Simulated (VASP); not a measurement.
A convergence study with VASP on SiC (wurtzite): one setting is varied, all else stays as given below, so the limit is that of these other settings.

```xyz
4
Lattice="1.5400 -2.6674 0.0000 1.5400 2.6674 0.0000 0.0000 0.0000 5.0500" Properties=species:S:1:pos:R:3 pbc="T T T"
Si     1.5400    -0.8891     2.5250
Si     1.5400     0.8891     0.0000
C      1.5400    -0.8891     4.4188
C      1.5400     0.8891     1.8937
```

The numbers are results of PBE GGA, VASP's PBE PAW potentials (set 64) (plane waves; VASP), not measurements. The tightest run used: 700 eV cut-off, 17×17×9 Γ-centred mesh, Gaussian smearing of 0.050 eV, potentials Si C.

The reference is 17×17×9 mesh, which took about 70 core-seconds. Times come from single runs on busy shared machines, so they are rough: good to a factor of about 2.

**Question.** Of the settings 1×1×1 mesh; 2×2×1 mesh; 3×3×2 mesh; 4×4×2 mesh; 5×5×3 mesh; 6×6×3 mesh; 7×7×4 mesh; 8×8×4 mesh; 9×9×5 mesh; 10×10×6 mesh; 11×11×6 mesh; 12×12×7 mesh; 13×13×7 mesh; 14×14×8 mesh; 15×15×8 mesh; 16×16×9 mesh; 17×17×9 mesh, which is the lowest that keeps the difference from the reference in the stress, largest component (GPa) within 0.1 from there on, and what does it cost?

**Answer.** 6×6×3 mesh; its cost over the reference is about 1/5.
| setting | difference in the stress, largest component (GPa) | cost over the reference |
|---|---|---|
| 1×1×1 mesh | 32.81 | about 1/20 |
| 2×2×1 mesh | 14.24 | about 1/10 |
| 3×3×2 mesh | 1.91 | about 1/10 |
| 4×4×2 mesh | 0.40 | about 1/10 |
| 5×5×3 mesh | 0.13 | about 1/7 |
| 6×6×3 mesh | 0.02 | about 1/5 |
| 7×7×4 mesh | 0.04 | about 1/3 |
| 8×8×4 mesh | 0.02 | about 1/3 |
| 9×9×5 mesh | 0.00 | about 1/3 |
| 10×10×6 mesh | 0.00 | about 1/2 |
| 11×11×6 mesh | 0.00 | within a factor of 2 |
| 12×12×7 mesh | 0.00 | within a factor of 2 |
| 13×13×7 mesh | 0.00 | within a factor of 2 |
| 14×14×8 mesh | 0.00 | within a factor of 2 |
| 15×15×8 mesh | 0.00 | within a factor of 2 |
| 16×16×9 mesh | 0.00 | within a factor of 2 |
| 17×17×9 mesh | 0.00 | reference |

Left out are rungs that failed or repeat a setting and relaxations that didn't move; long series are thinned to 24 rows.

The compound is SiC in the wurtzite structure, the rare 2H polytype. The cell was not relaxed at this level.
